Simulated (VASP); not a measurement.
Runs of VASP 6.6.1 on Cu. It takes space group Fm-3m (No. 225, cubic). Conventional cell: a = 3.615 Å, b = 3.615 Å, c = 3.615 Å, α = 90.00°, β = 90.00°, γ = 90.00°. Cu (site symmetry m-3m) is surrounded by 12 Cu at 2.56 Å. 

| task | cell | gap on the mesh (eV) | pressure (GPa) |
| --- | --- | --- | --- |
| relaxation of cell and atoms | relaxed | none | 0.0 |
| single point | Fm-3m, 11.99 Å³/atom | none | 0.0 |
| single point | a relaxed cell with its volume scaled by 1.03 | none | -3.8 |
| single point | a relaxed cell with its volume scaled by 1.06 | none | (a) |
| single point | a relaxed cell with its volume scaled by 1.09 | none | -9.6 |
| single point | a relaxed cell with its volume scaled by 0.94 | none | (b) |
| single point | a relaxed cell with its volume scaled by 0.91 | none | 16.6 |
| single point | a relaxed cell with its volume scaled by 0.97 | none | 4.5 |

Alike in all rows: level PBE; potentials or basis VASP PAW PBE potentials, release 64 (Cu); no spin polarisation; k mesh 12 × 12 × 12; cutoff (eV) 520; smearing gaussian 0.1 eV.

Task: Fill in the values left out.

Result: (a) -7.0; (b) 10.0.

Caveats: so large a pressure means that the cell lies far from this level's equilibrium, or that cutoff or potentials fall short (some runs).

A gap of «none» marks a metal or a gap under the smearing width.
